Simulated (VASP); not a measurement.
BeCd2S3:

```
CELL_PARAMETERS angstrom
4.04179 0.00000 0.00000
0.00000 4.04179 0.00000
0.00000 0.00000 7.97959
ATOMIC_POSITIONS crystal
Be 0.50000 0.50000 0.50000
Cd 0.00000 0.00000 0.14879
Cd 0.00000 0.00000 0.85121
S 0.50000 0.00000 0.00000
S 0.00000 0.50000 0.00000
S 0.00000 0.00000 0.50000
```

The cell was built by a generator and needn't be a form met in nature.

| Property | Result |
| --- | --- |
| Program | VASP 6.6.1 |
| Task | relaxation of cell and atoms |
| Functional | PBE |
| Potentials or basis | VASP PAW PBE potentials, release 64 (Be, Cd, S) |
| Cutoff | 520 eV |
| k mesh | 4 × 4 × 2 |
| Occupations | gaussian, width 0.15 eV |
| Spin | no spin polarisation |

At the start: pressure 23.8 GPa; volume 21.73 Å³/atom.

**Question.** Where does the relaxation end?

**Answer.** Over 12 steps the energy falls by 677.5 meV/atom and the volume is 24.99 Å³/atom (+15.0 %); space group P4/mmm (No. 123, to 0.05 Å).

Step by step:
| step | energy change (eV) | largest force (eV/Å) | pressure (GPa) | volume (Å³) |
| --- | --- | --- | --- | --- |
| 1 | 0.0000 | 9.7904 | 23.75 | 130.36 |
| 2 | -2.3878 | 0.7785 | -7.35 | 201.05 |
| 3 | -3.7789 | 0.8417 | -2.80 | 163.99 |
| 4 | -3.7824 | 0.9343 | -2.30 | 162.97 |
| 5 | -3.7828 | 0.9996 | -2.09 | 162.27 |
| 6 | -3.9551 | 0.8139 | -1.14 | 155.89 |
| 7 | -3.9651 | 0.1435 | 2.57 | 144.01 |
| 8 | -4.0257 | 0.5207 | 0.47 | 150.19 |
| 9 | -4.0278 | 0.4364 | 0.68 | 149.16 |
| 10 | -4.0537 | 0.0385 | 0.03 | 150.28 |
| 11 | -4.0552 | 0.0767 | -0.24 | 150.63 |
| 12 | -4.0651 | 0.0128 | -0.25 | 149.94 |

Final structure:
```yaml
crystal:
  lattice:
    - [4.25429, 0.00000, 0.00000]
    - [0.00000, 4.25429, 0.00000]
    - [0.00000, 0.00000, 8.28468]
  atoms:
    - { symbol: Be, position: [0.50000, 0.50000, 0.50000] }
    - { symbol: Cd, position: [0.00000, 0.00000, 0.19940] }
    - { symbol: Cd, position: [0.00000, 0.00000, 0.80060] }
    - { symbol: S, position: [0.50000, 0.00000, 0.00000] }
    - { symbol: S, position: [0.00000, 0.50000, 0.00000] }
    - { symbol: S, position: [0.00000, 0.00000, 0.50000] }
```

Caveat: the k mesh is coarse (spacing up to 0.39 Å⁻¹), so the values aren't converged; the volume moved by over 15 % at a fixed basis, so the end points are rough.
